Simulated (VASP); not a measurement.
A convergence study with VASP on Cr (bcc, AFM order): a few settings are varied, all else stays as given below, so the limit is that of these other settings. The cell's lengths are 1 % over those of the tabulated start and one atom is moved, so it is off equilibrium.

```
Cr
1.0
    2.90880     0.00000     0.00000
    0.00000     2.90880     0.00000
    0.00000     0.00000     2.90880
Cr
2
Direct
  0.00000   0.00000   0.00000
  0.52083   0.50000   0.50000
```
Starting moments (μB, in the order of the record's atoms Cr Cr): 1.5 -1.5.

Calculation: PBE GGA, VASP's PBE PAW potentials (set 64) (plane waves; VASP 6.6.1). The last row used: 900 eV cut-off, 10×10×10 Γ-centred mesh, first-order Methfessel-Paxton smearing of 0.10 eV, potentials Cr_sv.

Energies of different potentials or hybrids have different zeros.

```tsv
setting	E (eV/atom)	pressure (GPa)	largest force (eV/Å)	plane waves
ENCUT = 300, POTCAR Cr_pv	-9.5185	-7.47	0.319	304
ENCUT = 400, POTCAR Cr_pv	-9.5117	-7.86	0.318	468
ENCUT = 520, POTCAR Cr_pv	-9.5134	-6.41	0.321	691
ENCUT = 700, POTCAR Cr_pv	-9.5136	-6.48	0.321	1064
ENCUT = 900, POTCAR Cr_pv	-9.5138	-6.35	0.321	1522
ENCUT = 300, POTCAR Cr	-9.4863	-8.16	0.294	304
ENCUT = 400, POTCAR Cr	-9.4816	-7.97	0.293	468
ENCUT = 520, POTCAR Cr	-9.4815	-7.93	0.293	691
ENCUT = 700, POTCAR Cr	?	-7.88	0.293	1064
ENCUT = 900, POTCAR Cr	-9.4812	-7.88	0.293	1522
ENCUT = 300, POTCAR Cr_sv	-8.9202	-222.18	0.935	304
ENCUT = 400, POTCAR Cr_sv	-9.5865	-10.55	0.322	468
ENCUT = 520, POTCAR Cr_sv	?	?	?	691
ENCUT = 700, POTCAR Cr_sv	-9.6026	-7.40	0.319	1064
ENCUT = 900, POTCAR Cr_sv	-9.6024	-7.32	0.319	1522
```

Q: Some entries are withheld; supply them.

A: 
- ENCUT = 700, POTCAR Cr, E (eV/atom): -9.4813
- ENCUT = 520, POTCAR Cr_sv, E (eV/atom): -9.5981
- ENCUT = 520, POTCAR Cr_sv, pressure (GPa): -9.75
- ENCUT = 520, POTCAR Cr_sv, largest force (eV/Å): 0.326

Left out are rungs that failed or repeat a setting and relaxations that didn't move; long series are thinned to 24 rows.

The compound is Cr in the bcc, AFM order structure. The cell was not relaxed at this level, forces remain on its atoms. The spin order is the one that the start imposed; others were not tried in this run.
